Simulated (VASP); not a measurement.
Level of theory: PBEsol GGA, VASP's PBE PAW potentials (set 64) (plane waves; VASP).

A VASP calculation is set up with these files.

KPOINTS:
```
Automatic mesh
0
Gamma
3 3 3
0 0 0
```

### INCAR
```
SYSTEM = BeCd3Te4
PREC = Accurate
ENCUT = 400
EDIFF = 1E-6
NELM = 100
ALGO = Normal
LREAL = .FALSE.
LASPH = .TRUE.
ISMEAR = 0
SIGMA = 0.05
GGA = PS
LMAXMIX = 4
LWAVE = .FALSE.
LCHARG = .FALSE.
IBRION = 2
ISIF = 3
NSW = 60
EDIFFG = -0.02
```

File POSCAR:
```
BeCd3Te4
1
    6.2610844090     0.0000000000    -0.0000000000
    0.0000000000     6.2610844090    -0.0000000000
    0.0000000000     0.0000000000     6.2610844090
Cd Te Be
3 4 1
Direct
  0.0000000000   0.0000000000   0.0000000000
  0.5000000000   0.5000000000   0.0000000000
  0.5000000000   0.0000000000   0.5000000000
  0.2270075277   0.2729924723   0.2729924723
  0.7729924723   0.7270075277   0.2729924723
  0.7729924723   0.2729924723   0.7270075277
  0.2270075277   0.7270075277   0.7270075277
  0.0000000000   0.5000000000   0.5000000000
```

POTCAR, in this order: Cd Te Be (PBE.64 set). Program: vasp_std.

The resulting files:

OUTCAR:
```
 ion  position               nearest neighbor table
   1  0.000  0.000  0.000-   4 2.80   5 2.80   6 2.80   7 2.80
   2  0.500  0.500  0.000-   4 2.80   5 2.80   6 2.80   7 2.80
   3  0.500  0.000  0.500-   4 2.80   5 2.80   6 2.80   7 2.80
   4  0.227  0.273  0.273-   8 2.46   2 2.80   3 2.80   1 2.80
   5  0.773  0.727  0.273-   8 2.46   2 2.80   3 2.80   1 2.80
   6  0.773  0.273  0.727-   8 2.46   2 2.80   3 2.80   1 2.80
   7  0.227  0.727  0.727-   8 2.46   2 2.80   3 2.80   1 2.80
   8  0.000  0.500  0.500-   4 2.46   5 2.46   6 2.46   7 2.46
  LATTYP: Found a simple cubic cell.
 ALAT       =     6.2610844090
 Subroutine PRICEL returns:
 Original cell was already a primitive cell.
 Subroutine GETGRP returns: Found 24 space group operations
The static configuration has the point symmetry D_2d.
 The point group associated with its full space group is T_d .
The dynamic configuration has the point symmetry D_2d.
 Subroutine INISYM returns: Found 24 space group operations
 Subroutine IBZKPT returns following result:
 Found      4 irreducible k-points:

 Following reciprocal coordinates:
            Coordinates               Weight
  0.000000  0.000000  0.000000      1.000000
  0.333333  0.000000  0.000000      6.000000
...
```

File OSZICAR:
```
       N       E                     dE             d eps       ncg     rms          rms(c)
DAV:   1     0.340794211362E+03    0.34079E+03   -0.23796E+04   296   0.118E+03
DAV:   2    -0.506332222742E+01   -0.34586E+03   -0.33773E+03   340   0.295E+02
DAV:   3    -0.251901967757E+02   -0.20127E+02   -0.20017E+02   368   0.736E+01
DAV:   4    -0.255257550985E+02   -0.33556E+00   -0.33528E+00   366   0.839E+00
DAV:   5    -0.255304796827E+02   -0.47246E-02   -0.47242E-02   366   0.102E+00    0.106E+01
DAV:   6    -0.244908032518E+02    0.10397E+01   -0.25850E+00   326   0.134E+01    0.837E+00
DAV:   7    -0.244291091836E+02    0.61694E-01   -0.80961E-01   355   0.382E+00    0.376E+00
DAV:   8    -0.244237233556E+02    0.53858E-02   -0.79969E-02   316   0.236E+00    0.930E-01
DAV:   9    -0.244238786624E+02   -0.15531E-03   -0.10838E-02   321   0.941E-01    0.257E-01
DAV:  10    -0.244237664088E+02    0.11225E-03   -0.12011E-03   350   0.301E-01    0.135E-01
DAV:  11    -0.244239137826E+02   -0.14737E-03   -0.13217E-03   339   0.228E-01    0.812E-02
DAV:  12    -0.244238476513E+02    0.66131E-04   -0.25111E-04   316   0.122E-01    0.442E-02
DAV:  13    -0.244238504280E+02   -0.27767E-05   -0.12500E-05   305   0.177E-02    0.225E-02
DAV:  14    -0.244238475262E+02    0.29018E-05   -0.17479E-05   327   0.284E-02    0.278E-03
DAV:  15    -0.244238477123E+02   -0.18607E-06   -0.19310E-06   262   0.650E-03
   1 F= -.24423848E+02 E0= -.24423848E+02  d E =-.244238E+02
       N       E                     dE             d eps       ncg     rms          rms(c)
DAV:   1    -0.244248117368E+02   -0.96421E-03   -0.24151E-02   311   0.107E+00    0.190E-01
DAV:   2    -0.244242824482E+02    0.52929E-03   -0.23409E-03   324   0.433E-01    0.716E-02
DAV:   3    -0.244242211593E+02    0.61289E-04   -0.17788E-04   358   0.815E-02    0.600E-02
DAV:   4    -0.244242103460E+02    0.10813E-04   -0.34549E-05   313   0.228E-02    0.876E-03
DAV:   5    -0.244242100800E+02    0.26601E-06   -0.62029E-06   311   0.203E-02
   2 F= -.24424210E+02 E0= -.24424210E+02  d E =-.362368E-03
       N       E                     dE             d eps       ncg     rms          rms(c)
DAV:   1    -0.244246447108E+02   -0.43436E-03   -0.13912E-02   306   0.818E-01    0.144E-01
DAV:   2    -0.244243361037E+02    0.30861E-03   -0.13553E-03   324   0.330E-01    0.552E-02
DAV:   3    -0.244243012949E+02    0.34809E-04   -0.10363E-04   358   0.622E-02    0.461E-02
DAV:   4    -0.244242958843E+02    0.54106E-05   -0.20155E-05   289   0.178E-02    0.675E-03
DAV:   5    -0.244242958303E+02    0.53968E-07   -0.37180E-06   287   0.158E-02
   3 F= -.24424296E+02 E0= -.24424296E+02  d E =-.448118E-03
```

OUTCAR:
```
------------------------ aborting loop because EDIFF is reached ----------------------------------------
  FORCE on cell =-STRESS in cart. coord.  units (eV):
  Direction    XX          YY          ZZ          XY          YZ          ZX
  --------------------------------------------------------------------------------------
  Total        0.0984988      0.0984988      0.0984988     -0.0000000     -0.0000000     -0.0000000
  in kB        0.6442156      0.6442156      0.6442156     -0.0000000     -0.0000000     -0.0000000
  external PRESSURE =       0.6442156 kB  Pullay stress =       0.0000000 kB
  volume of cell :      244.97
      direct lattice vectors                 reciprocal lattice vectors
     6.257055692 -0.000000000 -0.000000000     0.159819578  0.000000000  0.000000000
    -0.000000000  6.257055692 -0.000000000     0.000000000  0.159819578  0.000000000
     0.000000000 -0.000000000  6.257055692     0.000000000  0.000000000  0.159819578
 POSITION                                       TOTAL-FORCE (eV/Angst)
 -----------------------------------------------------------------------------------
      0.00000     -0.00000      0.00000         0.000000     -0.000000      0.000000
      3.12853      3.12853     -0.00000         0.000000     -0.000000      0.000000
      3.12853     -0.00000      3.12853        -0.000000     -0.000000      0.000000
      1.42274      1.70579      1.70579         0.007133     -0.007133     -0.007133
      4.83431      4.55127      1.70579        -0.007133      0.007133     -0.007133
      4.83431      1.70579      4.55127        -0.007133     -0.007133      0.007133
      1.42274      4.55127      4.55127         0.007133      0.007133      0.007133
     -0.00000      3.12853      3.12853        -0.000000     -0.000000      0.000000
 -----------------------------------------------------------------------------------
    total drift:                                0.000000      0.000000      0.000000
  FREE ENERGIE OF THE ION-ELECTRON SYSTEM (eV)
  ---------------------------------------------------
  free  energy   TOTEN  =       -24.4242958303 eV

  energy  without entropy=      -24.4242958303  energy(sigma->0) =      -24.42429583

 reached required accuracy - stopping structural energy minimisation
```
(Selected blocks of OUTCAR.)

CONTCAR:
```
BeCd3Te4
   1.00000000000000
     6.2570556920324369   -0.0000000000000000   -0.0000000000000000
    -0.0000000000000000    6.2570556920324369   -0.0000000000000000
     0.0000000000000000   -0.0000000000000000    6.2570556920324369
  Cd              Te              Be
     3     4     1
Direct
     0.0000000000000000    0.0000000000000000    0.0000000000000000
     0.5000000000000000    0.5000000000000000    0.0000000000000000
     0.5000000000000000    0.0000000000000000    0.5000000000000000
     0.2273820633095981    0.2726179366904020    0.2726179366904020
     0.7726179366904019    0.7273820633095981    0.2726179366904020
     0.7726179366904019    0.2726179366904020    0.7273820633095981
     0.2273820633095981    0.7273820633095981    0.7273820633095981
     0.0000000000000000    0.5000000000000000    0.5000000000000000
```

### OUTCAR
```
 val. band max:        2.8063458481   @ k =   0.0000   0.0000   0.0000

 cond. band min:       4.0381284229   @ k =   0.0000   0.0000   0.0000


 Fermi energy:         3.0289587214

 k-point     1 :       0.0000    0.0000    0.0000
  band No.  band energies     occupation
      1      -8.6471      2.00000
      2      -7.7805      2.00000
      3      -7.7805      2.00000
      4      -7.7805      2.00000
      5      -5.3965      2.00000
      6      -5.3965      2.00000
      7      -5.3965      2.00000
      8      -5.2777      2.00000
      9      -5.2657      2.00000
     10      -5.2657      2.00000
     11      -5.2404      2.00000
     12      -5.2404      2.00000
     13      -5.2404      2.00000
     14      -5.1723      2.00000
     15      -5.1723      2.00000
     16      -5.1256      2.00000
     17      -4.8761      2.00000
     18      -4.8761      2.00000
     19      -4.8761      2.00000
     20      -1.9410      2.00000
     21      -1.5325      2.00000
     22      -1.5325      2.00000
     23       0.5479      2.00000
     24       0.5479      2.00000
     25       0.5479      2.00000
     26       1.0075      2.00000
     27       1.0075      2.00000
     28       1.0075      2.00000
     29       2.8063      2.00000
     30       2.8063      2.00000
     31       2.8063      2.00000
     32       4.0381      0.00000
     33       4.9999      0.00000
     34       4.9999      0.00000
     35       5.2846      0.00000
     36       5.2846      0.00000
     37       5.2846      0.00000

 k-point     2 :       0.3333    0.0000    0.0000
  band No.  band energies     occupation
      1      -8.4739      2.00000
      2      -7.9737      2.00000
      3      -7.7831      2.00000
      4      -7.7831      2.00000
      5      -5.3849      2.00000
      6      -5.3774      2.00000
      7      -5.3774      2.00000
      8      -5.2936      2.00000
      9      -5.2887      2.00000
     10      -5.2887      2.00000
     11      -5.2646      2.00000
...
```

Unless said otherwise, spin-orbit coupling is left out, though it shifts the bands of the heavy elements here.

The structure was generated: BeCd3Te4 was put into an ordered model structure (P-43m), which need not be its known phase. This run relaxes it. Symmetry was kept, so distortions that lower it aren't found. The start is the result of an earlier pass.
